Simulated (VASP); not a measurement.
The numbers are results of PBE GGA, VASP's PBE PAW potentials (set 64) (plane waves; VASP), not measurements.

Gaps are without spin-orbit coupling.

volume per atom: 11.76 Å³/atom
band gap (over mesh and band path): 1.72 eV
smallest direct gap (over mesh and band path): 1.72 eV

### Question
Which relaxed crystal gives these values?
A) Be2C, Fm-3m (225)
B) NaF, Fm-3m (225)
C) GaN, P6_3mc (186)
D) KI, Fm-3m (225)

### Answer
C, GaN, P6_3mc (186)
